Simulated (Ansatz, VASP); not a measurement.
**One calculation of YAlS3, two programs**

```xyz
5
Lattice="4.7600 0.0000 0.0000 0.0000 4.7600 0.0000 0.0000 0.0000 4.7600" Properties=species:S:1:pos:R:3 pbc="T T T"
Y     0.0000    0.0000    0.0000
Al    2.3800    2.3800    2.3800
S     2.3800    2.3800    0.0000
S     2.3800    0.0000    2.3800
S     0.0000    2.3800    2.3800
```

The cell comes from a database or a generator and needn't be the stable form of this composition.

Alike in both runs: task single point; functional PBEsol; k mesh 4 × 4 × 4; occupations gaussian, width 0.05 eV; no spin polarisation.

```csv
,VASP,Ansatz
version,VASP 6.6.1,Ansatz 0.2.0
potentials or method,"VASP PAW PBE potentials, release 64 (Y_sv, Al, S)","scalar-relativistic, plane waves, PAW"
plane-wave cutoff (eV),520,420
valence electrons in the cell,32,32
```

```csv
,VASP,Ansatz,Ansatz less VASP
gap on the k mesh at the Fermi level (eV),none,none,-
pressure (GPa),-8.6,-8.6,+0.01
```

A gap of «none» marks a metal or a gap that the smearing closes. The functional is the same, so the differences come from potentials, cutoffs and numerics.

Caveats: the PAW data sets were made with another functional, which shifts forces and pressure a little (VASP).
